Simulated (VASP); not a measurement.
OSZICAR of a VASP run on Ti$_{3}$B (relaxed from the D03 structure, space group Fm-3m):

File OSZICAR:
```
       N       E                     dE             d eps       ncg     rms          rms(c)
DAV:   1     0.482243381229E+03    0.48224E+03   -0.22429E+04  1334   0.231E+03
DAV:   2     0.245414029909E+02   -0.45770E+03   -0.45457E+03  1341   0.622E+02
DAV:   3    -0.294020132396E+02   -0.53943E+02   -0.53559E+02  2612   0.176E+02
DAV:   4    -0.348403970857E+02   -0.54384E+01   -0.54163E+01  1984   0.477E+01
DAV:   5    -0.350953487492E+02   -0.25495E+00   -0.25401E+00  2108   0.962E+00    0.188E+01
DAV:   6    -0.313316323756E+02    0.37637E+01   -0.26104E+01  1909   0.452E+01    0.559E+00
DAV:   7    -0.314052360403E+02   -0.73604E-01   -0.19714E+00  1793   0.129E+01    0.379E+00
DAV:   8    -0.314518865538E+02   -0.46651E-01   -0.76335E-01  1885   0.104E+01    0.269E+00
DAV:   9    -0.314386472036E+02    0.13239E-01   -0.53841E-01  1795   0.807E+00    0.874E-01
DAV:  10    -0.314420935179E+02   -0.34463E-02   -0.83099E-02  1952   0.315E+00    0.405E-01
DAV:  11    -0.314436696382E+02   -0.15761E-02   -0.13235E-02  1764   0.128E+00    0.151E-01
DAV:  12    -0.314439503213E+02   -0.28068E-03   -0.16686E-03  1849   0.478E-01    0.277E-02
DAV:  13    -0.314439473435E+02    0.29778E-05   -0.24506E-04  1894   0.176E-01    0.114E-02
DAV:  14    -0.314439480902E+02   -0.74675E-06   -0.25667E-05  1888   0.557E-02    0.472E-03
DAV:  15    -0.314439487689E+02   -0.67872E-06   -0.19960E-06  1817   0.156E-02    0.176E-03
DAV:  16    -0.314439488319E+02   -0.62929E-07   -0.44819E-07  1639   0.574E-03
   1 F= -.30794072E+02 E0= -.30792613E+02  d E =-.307941E+02
       N       E                     dE             d eps       ncg     rms          rms(c)
DAV:   1    -0.316710418313E+02   -0.22709E+00   -0.63011E+00  1768   0.317E+01    0.430E+00
DAV:   2    -0.314474985128E+02    0.22354E+00   -0.14479E+00  1956   0.128E+01    0.140E+00
DAV:   3    -0.314407215852E+02    0.67769E-02   -0.43388E-01  1934   0.769E+00    0.122E+00
DAV:   4    -0.314230984136E+02    0.17623E-01   -0.22955E-01  1871   0.519E+00    0.316E-01
DAV:   5    -0.314263849440E+02   -0.32865E-02   -0.24844E-02  1797   0.123E+00    0.194E-01
DAV:   6    -0.314283656712E+02   -0.19807E-02   -0.40866E-03  1930   0.411E-01    0.184E-01
DAV:   7    -0.314291386738E+02   -0.77300E-03   -0.63956E-04  1927   0.177E-01    0.144E-01
DAV:   8    -0.314310425640E+02   -0.19039E-02   -0.34541E-03  1982   0.330E-01    0.338E-02
DAV:   9    -0.314310836023E+02   -0.41038E-04   -0.68288E-04  1907   0.156E-01    0.468E-02
DAV:  10    -0.314311328410E+02   -0.49239E-04   -0.10758E-04  1770   0.702E-02    0.274E-02
DAV:  11    -0.314311459437E+02   -0.13103E-04   -0.21120E-05  1702   0.332E-02    0.713E-03
DAV:  12    -0.314311491550E+02   -0.32113E-05   -0.98554E-06  1747   0.216E-02    0.513E-03
DAV:  13    -0.314311488616E+02    0.29331E-06   -0.12882E-06  1777   0.936E-03    0.609E-04
DAV:  14    -0.314311489410E+02   -0.79342E-07   -0.10920E-07  1015   0.236E-03
   2 F= -.30795933E+02 E0= -.30794544E+02  d E =-.186090E-02
       N       E                     dE             d eps       ncg     rms          rms(c)
DAV:   1    -0.314815309197E+02   -0.50382E-01   -0.11258E+00  1734   0.137E+01    0.178E+00
DAV:   2    -0.314431686783E+02    0.38362E-01   -0.27595E-01  1956   0.550E+00    0.595E-01
DAV:   3    -0.314412068434E+02    0.19618E-02   -0.69286E-02  1924   0.295E+00    0.510E-01
DAV:   4    -0.314383712852E+02    0.28356E-02   -0.41917E-02  1870   0.242E+00    0.144E-01
DAV:   5    -0.314388067373E+02   -0.43545E-03   -0.48346E-03  1783   0.593E-01    0.824E-02
DAV:   6    -0.314391421886E+02   -0.33545E-03   -0.76461E-04  1950   0.188E-01    0.777E-02
DAV:   7    -0.314392638123E+02   -0.12162E-03   -0.93485E-05  1907   0.707E-02    0.618E-02
DAV:   8    -0.314396105163E+02   -0.34670E-03   -0.67486E-04  1898   0.150E-01    0.199E-02
DAV:   9    -0.314396143656E+02   -0.38492E-05   -0.14248E-04  1902   0.762E-02    0.183E-02
DAV:  10    -0.314396234243E+02   -0.90588E-05   -0.24056E-05  1909   0.313E-02    0.127E-02
DAV:  11    -0.314396251233E+02   -0.16990E-05   -0.48291E-06  1487   0.164E-02    0.280E-03
DAV:  12    -0.314396248406E+02    0.28265E-06   -0.24424E-06  1874   0.106E-02    0.222E-03
DAV:  13    -0.314396249299E+02   -0.89311E-07   -0.20462E-07  1095   0.402E-03
   3 F= -.30798222E+02 E0= -.30796798E+02  d E =-.414998E-02
```

### Question
Which electronic solver shows in the log?

### Answer
It is blocked Davidson (ALGO = Normal, or the opening steps of other solvers). The INCAR had ALGO = Normal.

### Question
Can the final energy be trusted as converged?

### Answer
Self-consistency was reached. It stopped with EDIFF = 1E-7, NELM = 100, NSW = 40 and EDIFFG = -0.01 after 3 ionic steps (PBEsol GGA, plane waves, VASP's PBE PAW potentials (set 64)).

The structure was generated: Ti3B was put into the D03 type (Fm-3m), which need not be its known phase. This run relaxes it under an external pressure of 2 GPa. Symmetry was kept, so distortions that lower it aren't found. The electron count is odd and the run is not spin-polarised, which forces a metal.
